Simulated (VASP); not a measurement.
Data:

```xyz
10
Lattice="2.4248 1.4000 4.4125 -2.4248 1.4000 4.4125 0.0000 -2.8000 4.4125" Properties=species:S:1:pos:R:3 pbc="T T T"
V      0.0000     0.0000     4.6617
V      0.0000     0.0000     1.9570
V      0.0000     0.0000     8.5758
V      0.0000     0.0000    11.2805
O     -0.9403     1.4000     7.7219
O     -0.7422    -1.5144     7.7219
O      1.6826     0.1144     7.7219
O      0.9403    -1.4000     5.5156
O      0.7422     1.5144     5.5156
O     -1.6826    -0.1144     5.5156
```
Starting moments (μB, in the order of the record's atoms V V V V O O O O O O): 2.0 2.0 2.0 2.0 0.0 0.0 0.0 0.0 0.0 0.0.

Method: PBE GGA + U (Dudarev), VASP's PBE PAW potentials (set 64) (plane waves; VASP). Settings: 400 eV cut-off, 4×4×4 Γ-centred mesh, Gaussian smearing of 0.050 eV, potentials V_sv O, U − J: V 3.25 eV.

At this cut-off the stress carries a Pulay error, which pulls relaxed volumes low. The moments were started parallel, and other spin orders were not tried in this run.

Estimate the cell moment, energy per atom (σ→0), pressure, band gap (on the k-mesh) with the smallest direct gap where there is one.

| Item | Value |
|---|---|
| band gap (on the k-mesh) | none (metal, semimetal or under 0.01 eV) |
| cell moment | 8.00 μB |
| energy per atom (σ→0) | -7.762 eV/atom |
| pressure | 44.60 GPa |

Give the moment on each site (PAW-sphere projection).

```
site  moment (μB)
----  -----------
V1           1.92
V2           1.92
V3           1.92
V4           1.92
O5          -0.01
O6          -0.01
O7          -0.01
O8          -0.01
O9          -0.01
O10         -0.01
```

The absolute energy has meaning only against runs of the same code, potentials and settings.

The structure was generated: V2O3 was put into an ordered model structure, which need not be its known phase. The cell was not relaxed at this level. The k-mesh is coarse (spacing up to 0.39 per Å, 2π included), so the numbers may not be converged in it. A gapless solution with U can be a metastable orbital state.
